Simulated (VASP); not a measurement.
A convergence study with VASP on Cu (fcc): one setting is varied, all else stays as given below, so the limit is that of these other settings. The cell's lengths are 1 % over those of the tabulated start, so it is off equilibrium.

```yaml
crystal:
  lattice:
    - [0.00000, 1.82305, 1.82305]
    - [1.82305, 0.00000, 1.82305]
    - [1.82305, 1.82305, 0.00000]
  atoms:
    - { symbol: Cu, position: [0.00000, 0.00000, 0.00000] }
```

All values below come from LDA (Ceperley-Alder, Perdew-Zunger), VASP's LDA PAW potentials (set 64) (plane waves; VASP). The tightest run used: 1000 eV cut-off, 19×19×19 Γ-centred mesh, first-order Methfessel-Paxton smearing of 0.10 eV, potentials Cu.

```csv
setting,E (eV/atom),pressure (GPa),plane waves
ENCUT = 150,22.2146,-2185.21,59
ENCUT = 200,-2.5923,-329.49,84
ENCUT = 250,-4.5373,-54.97,116
ENCUT = 300,-4.6483,-17.62,153
ENCUT = 350,-4.6540,-14.81,190
```

Task: These are the cheaper rows. Estimate the results at ENCUT = 1000, and how far the last row shown lies from them.

Result: 
| quantity | tightest run | last row shown is off by |
|---|---|---|
| E (eV/atom) | -4.6454 | -0.0086 |
| pressure (GPa) | -14.72 | -0.09 |

Left out are rungs that failed or repeat a setting and relaxations that didn't move; long series are thinned to 24 rows.

The compound is Cu in the fcc structure. The cell was not relaxed at this level.
